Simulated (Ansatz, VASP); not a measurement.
# Mo2H2NO2 (Mo2N(OH)2 MXene monolayer): VASP beside Ansatz, part 2 of 2

Wanted: the spread between two codes on one cell, functional and k mesh. The structure shown is the start of the Ansatz relaxation below; VASP solves that cell, so the two are compared at the walk's first step.

VASP 6.6.1 and Ansatz 0.2.0.

So far: Starting point; Ansatz: relaxation, PBEsol with D3(BJ).

### 3. VASP: single point, PBEsol with D3(BJ), start cell

Level of this step: PBEsol with D3(BJ), zero-moment start; plane waves and PAW (H, O, Mo_sv, N) (VASP).

The same cell, functional, mesh and smearing now go to VASP, with its own data sets.

Lines of VASP's logs that name or quote its potential files are left out, and so is its time.

Contents of INCAR:

```
SYSTEM = Mo2H2NO2
PREC = Accurate
ENCUT = 520
EDIFF = 1E-06
NELM = 200
ISMEAR = -1
SIGMA = 0.05
LREAL = .FALSE.
ALGO = Normal
GGA = PS
IVDW = 12
NBANDS = 34
ISPIN = 2
MAGMOM = 0 0 0 0 -0 -0 -0
LASPH = .TRUE.
LMAXMIX = 4
LORBIT = 11
LWAVE = .FALSE.
LCHARG = .FALSE.
ISIF = 2
LDIPOL = .TRUE.
IDIPOL = 3
DIPOL = 0.5 0.5 0.5
LVHAR = .TRUE.
GGA_COMPAT = .FALSE.
NELMDL = -8
KPAR = 2
```

Contents of POSCAR:

```
Mo2H2NO2
1.0
    2.9532360000      0.0000000000      0.0000000000
   -1.4766180000      2.5575770000      0.0000000000
    0.0000000000      0.0000000000     44.1523190000
H O Mo N
2 2 2 1
Direct
    0.3333334637      0.6666669273      0.4257986993
    0.6666667318      0.3333334637      0.5742013007
    0.3333334637      0.6666669273      0.4479945889
    0.6666667318      0.3333334637      0.5520054111
    0.6666667318      0.3333334637      0.4736079887
    0.3333334637      0.6666669273      0.5263920113
    0.0000000000      0.0000000000      0.5000000113
```

Contents of KPOINTS:

```
Automatic mesh
0
Gamma
12 12 1
0 0 0
```

Potentials, in the order of the species: H, O, Mo_sv and N (PBE family, release 64).

Run with:

```
mpirun -np 2 vasp_std
```

Numbers of over 12 decimals in the logs are rounded to 6 here.

The log of the run:

```text
[banner, memory and clock lines left out]
running    2 mpi-ranks, on    1 nodes
 distrk:  each k-point on    1 cores,    2 groups
 distr:  one band on    1 cores,    1 groups

 POSCAR found type information on POSCAR H O MoN
 POSCAR found :  4 types and       7 ions
|                                                                             |
|               ----> ADVICE to this user running VASP <----                  |
|                                                                             |
|     You enforced a specific xc type in the INCAR file but a different       |
|     [... a line on the potential file left out ...]
|     I HOPE YOU KNOW WHAT YOU ARE DOING!                                     |
|                                                                             |

 LDA part: xc-table for (Slater+PW92), standard interpolation
 POSCAR, INCAR and KPOINTS ok, starting setup
 FFT: planning ... GRIDC
 FFT: planning ... GRID_SOFT
 FFT: planning ... GRID
 WAVECAR not read
 entering main loop
       N       E                     dE             d eps       ncg     rms          rms(c)
DAV:   1     0.411126823648E+03    0.41113E+03   -0.24868E+04  3400   0.109E+03
DAV:   2    -0.219392209657E+02   -0.43307E+03   -0.41405E+03  3428   0.303E+02
DAV:   3    -0.587141998197E+02   -0.36775E+02   -0.35205E+02  3248   0.837E+01
DAV:   4    -0.597639864284E+02   -0.10498E+01   -0.10311E+01  3458   0.143E+01
DAV:   5    -0.597830280832E+02   -0.19042E-01   -0.18932E-01  3266   0.170E+00
DAV:   6    -0.597835794213E+02   -0.55134E-03   -0.54996E-03  3330   0.246E-01
DAV:   7    -0.597835926554E+02   -0.13234E-04   -0.13224E-04  3320   0.314E-02
DAV:   8    -0.597835930149E+02   -0.35944E-06   -0.35931E-06  2656   0.454E-03    0.574E+01
DAV:   9    -0.528120651934E+02    0.69715E+01   -0.28617E+01  3092   0.337E+01    0.213E+01
DAV:  10    -0.527015073107E+02    0.11056E+00   -0.58223E+00  3362   0.126E+01    0.131E+01
DAV:  11    -0.526293132523E+02    0.72194E-01   -0.40323E+00  3224   0.908E+00    0.206E+00
DAV:  12    -0.523984723795E+02    0.23084E+00   -0.84704E-01  3296   0.489E+00    0.548E-01
DAV:  13    -0.524038480975E+02   -0.53757E-02   -0.62673E-02  3050   0.100E+00    0.306E-01
DAV:  14    -0.524032645582E+02    0.58354E-03   -0.36168E-03  3200   0.334E-01    0.102E-01
[...]
DAV:  20    -0.524036385964E+02   -0.69129E-04   -0.34272E-05  2632   0.987E-03    0.440E-03
DAV:  21    -0.524036820764E+02   -0.43480E-04   -0.18135E-05  2546   0.909E-03    0.191E-03
DAV:  22    -0.524036928521E+02   -0.10776E-04   -0.12055E-06  2318   0.463E-03    0.125E-03
DAV:  23    -0.524037019439E+02   -0.90917E-05   -0.39838E-07  2154   0.252E-03    0.942E-04
DAV:  24    -0.524037062743E+02   -0.43304E-05   -0.20759E-07  1960   0.215E-03    0.583E-04
DAV:  25    -0.524037111874E+02   -0.49131E-05   -0.24365E-07  2086   0.155E-03    0.430E-04
DAV:  26    -0.524037130281E+02   -0.18407E-05   -0.10523E-07  1948   0.106E-03    0.247E-04
DAV:  27    -0.524037136477E+02   -0.61962E-06   -0.41532E-08  1952   0.649E-04
   1 F= -.53568968E+02 E0= -.53553158E+02  d E =-.316196E-01  mag=     0.0000
```

From OUTCAR (step 3):

```text
ion  position               nearest neighbor table
   1  0.333  0.667  0.426-   3 0.98
   2  0.667  0.333  0.574-   4 0.98
   3  0.333  0.667  0.448-   1 0.98   5 2.05   5 2.05   5 2.05
   4  0.667  0.333  0.552-   2 0.98   6 2.05   6 2.05   6 2.05
   5  0.667  0.333  0.474-   3 2.05   3 2.05   3 2.05   7 2.07   7 2.07   7 2.07   6 2.89   6 2.89
                             6 2.89
   6  0.333  0.667  0.526-   4 2.05   4 2.05   4 2.05   7 2.07   7 2.07   7 2.07   5 2.89   5 2.89
                             5 2.89
   7  0.000  0.000  0.500-   6 2.07   6 2.07   5 2.07   6 2.07   5 2.07   5 2.07

  LATTYP: Found a hexagonal cell.
 ALAT       =     2.9532360000
 C/A-ratio  =    14.9504878716

 Subroutine GETGRP returns: Found 12 space group operations
 (whereof 12 operations were pure point group operations)

The static configuration has the point symmetry D_3d.

 Found     19 irreducible k-points:

   k-points           NKPTS =     19   k-points in BZ     NKDIM =     19   number of bands    NBANDS=     34

   dimension x,y,z NGX =    24 NGY =   24 NGZ =  336
   dimension x,y,z NGXF=    48 NGYF=   48 NGZF=  672

   ENCUT  =  520.0 eV  38.22 Ry    6.18 a.u.   5.49  5.49 82.09*2*pi/ulx,y,z

   NELECT =      47.0000    total number of electrons

 k-points in reciprocal lattice and weights: Automatic mesh
   0.00000000  0.00000000  0.00000000       0.007
   0.08333333  0.00000000  0.00000000       0.042
   0.16666667  0.00000000  0.00000000       0.042
   0.25000000  0.00000000  0.00000000       0.042
   0.33333333  0.00000000  0.00000000       0.042
   0.41666667 -0.00000000  0.00000000       0.042
   0.50000000  0.00000000  0.00000000       0.021
   0.08333333  0.08333333  0.00000000       0.042
   0.16666667  0.08333333  0.00000000       0.083
[...]
0.33333333  0.25000000  0.00000000       0.083
   0.33333333  0.33333333  0.00000000       0.014

 dipolmoment           0.000000      0.000000     -0.000002 electrons x Angstroem

 average (electrostatic) potential at core
       1 -42.7308       2 -42.7309       3 -79.9864       4 -79.9865       5 -83.2828
       6 -83.2828       7 -71.6303

 E-fermi :  -0.6133

 spin component 1
 k-point     1 :       0.0000    0.0000    0.0000
  band No.  band energies     occupation
    ...
     24      -0.9806      0.99936
     25      -0.9550      0.99892
     26      -0.9550      0.99892
     27      -0.9391      0.99852
     28      -0.7566      0.94617
     29       0.1892      0.00000
     30       0.1892      0.00000
     31       2.0298      0.00000
     32       2.1438      0.00000
     33       2.4712      0.00000
    ...

 k-point     2 :       0.0833    0.0000    0.0000
  band No.  band energies     occupation
    ...
     23      -2.8793      1.00000
     24      -1.0647      0.99988
     25      -0.9874      0.99944
     26      -0.8341      0.98805
     27      -0.7680      0.95660
     28      -0.5797      0.33797
     29       0.2590      0.00000
     30       0.4256      0.00000
     31       2.2131      0.00000
     32       2.3363      0.00000
    ...

 k-point     3 :       0.1667    0.0000    0.0000
  band No.  band energies     occupation
    ...
     21      -3.9442      1.00000
     22      -2.4662      1.00000
     23      -2.3440      1.00000
     24      -1.1712      0.99999
     25      -0.9115      0.99744
     26      -0.4628      0.04695
     27      -0.3180      0.00271
     28      -0.1377      0.00007
     29       0.4381      0.00000
     30       1.0484      0.00000
    ...

 k-point     4 :       0.2500    0.0000    0.0000
  band No.  band energies     occupation
    ...
     20      -6.7252      1.00000
     21      -4.5906      1.00000
     22      -1.8256      1.00000
     23      -1.6915      1.00000
     24      -1.2435      1.00000
     25      -0.4730      0.05699
     26       0.0417      0.00000
     27       0.2803      0.00000
     28       0.4244      0.00000
     29       0.7096      0.00000
    ...

 k-point     5 :       0.3333    0.0000    0.0000
  band No.  band energies     occupation
    ...
     20      -6.6964      1.00000
     21      -5.1246      1.00000
     22      -1.4655      1.00000
     23      -0.9546      0.99891
     24      -0.9081      0.99726
     25       0.1551      0.00000
     26       0.4379      0.00000
     27       1.0253      0.00000
     28       1.0859      0.00000
     29       1.1430      0.00000
    ...

 k-point     6 :       0.4167   -0.0000    0.0000
  band No.  band energies     occupation
    ...
     18      -8.1574      1.00000
     19      -7.3903      1.00000
     20      -6.5631      1.00000
     21      -5.4796      1.00000
     22      -1.5480      1.00000
     23      -0.2845      0.00139
     24      -0.0734      0.00002
     25       0.6374      0.00000
     26       0.6757      0.00000
     27       1.4061      0.00000
    ...

 Edisp (eV)   -1.16525

  Total       7.50125     7.50125    16.42638     0.00000     0.00000     0.00000
  in kB      36.03827    36.03826    78.91728     0.00000     0.00000     0.00000
  external pressure =       50.33 kB  Pullay stress =        0.00 kB

  energy-cutoff  :      520.00
  volume of cell :      333.49
      direct lattice vectors                 reciprocal lattice vectors
     2.953236000  0.000000000  0.000000000     0.338611611  0.195497535  0.000000000
    -1.476618000  2.557577000  0.000000000     0.000000000  0.390995071  0.000000000
     0.000000000  0.000000000 44.152319000     0.000000000  0.000000000  0.022648867

 POSITION                                       TOTAL-FORCE (eV/Angst)
 -----------------------------------------------------------------------------------
      0.00000      1.70505     18.80000        -0.000000      0.000000     -0.933047
      1.47662      0.85253     25.35232        -0.000000      0.000000      0.933047
      0.00000      1.70505     19.78000        -0.000000     -0.000000     -2.615655
      1.47662      0.85253     24.37232         0.000000      0.000000      2.615655
      1.47662      0.85253     20.91089        -0.000000      0.000000      0.679978
      0.00000      1.70505     23.24143         0.000000      0.000000     -0.679978
      0.00000      0.00000     22.07616        -0.000000      0.000000      0.000000
 -----------------------------------------------------------------------------------
    total drift:                               -0.000000     -0.002850     -0.000738

  FREE ENERGIE OF THE ION-ELECTRON SYSTEM (eV)
  ---------------------------------------------------
  free  energy   TOTEN  =       -53.5689678507 eV

  energy  without entropy=      -53.5373482920  energy(sigma->0) =      -53.55315807

 vacuum level on the upper side and lower side of the slab         2.495         2.495

 total charge
# of ion       s       p       d       tot
------------------------------------------
    1        0.598   0.120   0.000   0.718
    2        0.598   0.120   0.000   0.718
    3        1.556   3.616   0.000   5.172
    4        1.556   3.616   0.000   5.172
    5        2.282   6.245   4.200  12.727
    6        2.282   6.245   4.200  12.727
    7        1.235   2.593   0.000   3.828
--------------------------------------------------
tot         10.105  22.553   8.401  41.060

 magnetization (x)
# of ion       s       p       d       tot
------------------------------------------
    1        0.000   0.000   0.000   0.000
    2        0.000   0.000   0.000   0.000
    3        0.000   0.000   0.000   0.000
    4        0.000   0.000   0.000   0.000
    5        0.000   0.000   0.000   0.000
    6        0.000   0.000   0.000   0.000
    7        0.000   0.000   0.000   0.000
--------------------------------------------------
tot          0.000   0.000   0.000   0.000

[... 5 further parts left out ...]
```

This run allows spin, but its moments start at zero, where symmetry between the spins tends to hold them, although Mo can carry a moment. Its electron count is odd, so without a moment it is a metal by construction. The PAW data sets were made with PBE, which is usual practice but a small mismatch for other functionals.

### 4. Side by side

Known differences besides the potentials themselves: Ansatz cuts the interaction across the vacuum, VASP repeats the sheet with a dipole correction; the cutoff is 420 eV in Ansatz and 520 eV in VASP; Ansatz makes its cores anew for this functional, VASP keeps those of its PBE data sets. Total energies have different zeros and are not compared.

Forces (eV/Å; atoms numbered as in POSCAR):

```csv
atom,"Ansatz x, y, z","VASP x, y, z"
H1,"0.000, 0.000, -0.831","0.000, 0.000, -0.933"
H2,"0.000, 0.000, 0.831","0.000, 0.000, 0.933"
O3,"0.000, 0.000, -2.680","0.000, 0.000, -2.616"
O4,"0.000, 0.000, 2.680","0.000, 0.000, 2.616"
Mo5,"0.000, 0.000, 0.700","0.000, 0.000, 0.680"
Mo6,"0.000, 0.000, -0.700","0.000, 0.000, -0.680"
N7,"0.000, 0.000, 0.000","0.000, 0.000, 0.000"
```

The forces differ by 38 meV/Å r.m.s., which is 4.3 % of the r.m.s. force of 0.882 eV/Å (both taken over all components). Moments aren't recorded for both runs of this pair, so they may hold unlike magnetic states. With vacuum in the cell, a pressure given here is an average over mostly empty space and none of the material.

### 5. Summary of results

| Property | Result |
| --- | --- |
| r.m.s. force difference (single point, PBEsol with D3(BJ), start cell) | 4.3 % of the r.m.s. force |

What this shows: The r.m.s. force difference is 4.3 % of the r.m.s. force (single point, PBEsol with D3(BJ), start cell), beyond the 3 % picked in this series as the mark of a large difference. What causes the difference of the single point, PBEsol with D3(BJ), start cell pair stays open here. 1 further run of this series is not shown here. Such differences can come from data sets, numerical settings and the points named under the comparisons, not from the functional's error against experiment.

[Lines on the potential files, build, host, timing and source positions are cut from VASP's logs without a mark.]

[Logs are printed without paths, hosts, clocks, repeated set-up lines and the standing remarks that a program may print on its own settings, such as how far it seeks lower states.]

[Hosts, paths, dates, database ids (printed as entryN), source tags and the programs' standing remarks are cut or masked in the printed files.]
